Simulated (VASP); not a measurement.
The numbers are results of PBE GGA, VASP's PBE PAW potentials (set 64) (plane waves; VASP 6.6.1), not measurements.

A VASP calculation is set up with these files.

**POSCAR**
```
HfNb
1
    1.5257230000     0.8808770000     4.8747790000
   -1.5257230000     0.8808770000     4.8747790000
    0.0000000000    -1.7617530000     4.8747790000
Nb Hf
1 1
Direct
  0.0000000000   0.0000000000   0.0000000000
  0.5000000000   0.5000000000   0.5000000000
```

INCAR:
```
SYSTEM  =  HfNb
PREC  =  Accurate; ENCUT  =  300; LREAL  =  .FALSE.
LASPH  =  .TRUE.
EDIFF  =  1E-6; NELM  =  100; ALGO  =  Normal
LMAXMIX  =  6
ISMEAR  =  -1; SIGMA  =  0.136
GGA  =  PE
ISIF  =  2
LWAVE  =  .FALSE.; LCHARG  =  .FALSE.
```

KPOINTS:
```
Regular mesh
0
G
 9 9 9
```

POTCAR, in this order: Nb_sv Hf_pv (PBE.64 set). Program: vasp_std.

What will the output report for the number of irreducible k-points (NKPTS), largest plane-wave count, number of space-group operations, FFT grid (NGX, NGY, NGZ)?

```
Item                                          Result
--------------------------------------  ------------
number of irreducible k-points (NKPTS)            85
largest plane-wave count                         493
number of space-group operations                  12
FFT grid (NGX, NGY, NGZ)                30 × 30 × 30
```

The structure was generated: HfNb was put into an ordered model structure, which need not be its known phase. The cell was not relaxed at this level, and its volume differs by -5.9 % from the start's. The electron count is odd and the run is not spin-polarised, which forces a metal.
